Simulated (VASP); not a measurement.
Input of a VASP 6.6.1 run:

The input INCAR:

```
PREC = Accurate ; ENCUT = 520
EDIFF = 1E-7 ; ISMEAR = 0
SIGMA = 0.05 ; LREAL = F
LASPH = T ; NELM = 100
ALGO = Normal ; ISIF = 2
LWAVE = F ; LCHARG = F
ISPIN = 2 ; MAGMOM = 1 -1 0 0 0 0
LORBIT = 11 ; LMAXMIX = 4
LDAU = T ; LDAUTYPE = 2
LDAUL = 2 -1 ; LDAUU = 6 0
LDAUJ = 0 0 ; LDAUPRINT = 1
GGA = CA ; NBANDS = 41
```

Contents of KPOINTS:

```
Automatic mesh
0
Gamma
  7 7 7
```

POSCAR

```
RuF2
1.0
    2.4087449400      2.4087449400      4.8174898800
    2.4087449400     -2.4087449400      0.0000000000
    2.4087449400      2.4087449400      0.0000000000
Ru F
2 4
Direct
    0.0000000000      0.0000000000      0.0000000000
    0.5000000000      0.5000000000      0.0000000000
    0.2500000000      0.0000000000      0.2500000000
    0.7500000000      0.5000000000      0.2500000000
    0.7500000000      0.0000000000      0.7500000000
    0.2500000000      0.5000000000      0.7500000000
```

Potentials or basis: VASP PAW LDA potentials, release 64 (Ru_pv, F).

Run with:

```console
$ cat potpaw_LDA.64/Ru_pv/POTCAR potpaw_LDA.64/F/POTCAR > POTCAR
$ mpirun -np 1 vasp_std > vasp.out
```

Question: What does it give for the band gap on the k mesh?

Answer: None (metal or under the smearing width).

Question: What does it give for the pressure?

Answer: 54.0 GPa.

Eigenvalues of the final occupation matrices:
```csv
site,spin,trace,eigenvalues
site 1 d,1,4.02,0.61 0.61 0.91 0.91 0.97
site 1 d,2,2.18,0.13 0.13 0.13 0.88 0.90
site 2 d,1,2.18,0.13 0.13 0.13 0.88 0.90
site 2 d,2,4.02,0.61 0.61 0.91 0.91 0.97
```

Caveat: a pressure of tens of GPa on the cell as given is suspect, and the run, the potentials or the cell itself is likely at fault. The state reached can hang on the start; a lower one may exist.
